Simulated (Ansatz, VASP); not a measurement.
## GaGe3 in VASP and in Ansatz

```
CELL_PARAMETERS angstrom
0.00000 3.45360 3.45360
3.45360 0.00000 3.45360
3.45360 3.45360 0.00000
ATOMIC_POSITIONS crystal
Ge 0.50000 0.50000 0.50000
Ge 0.75000 0.75000 0.75000
Ge 0.25000 0.25000 0.25000
Ga 0.00000 0.00000 0.00000
```

Change from the starting cell: volume scaled by 1.06.

Alike in both runs: task single point; functional PBEsol; k mesh 7 × 7 × 7; occupations fermi-dirac, width 0.05 eV; no spin polarisation.

|  | VASP | Ansatz |
| --- | --- | --- |
| version | VASP 6.6.1 | Ansatz 0.2.0 |
| potentials or method | VASP PAW PBE potentials, release 64 (Ge_d, Ga_d) | Ansatz PAW |
| plane-wave cutoff (eV) | 520 | 420 |
| valence electrons in the cell | 55 | 55 |

```tsv
	VASP	Ansatz	Ansatz less VASP
gap on the k mesh at the Fermi level (eV)	none	none	-
pressure (GPa)	-6.7	-6.7	-0.01
```

A gap of «none» marks a metal or a gap that the smearing closes.

Caveats: the PAW data sets were made with another functional, which shifts forces and pressure a little (VASP); the PAW data sets come from PBE, with cores solved anew for the run's functional, which leaves a small shift of forces and pressure (Ansatz).
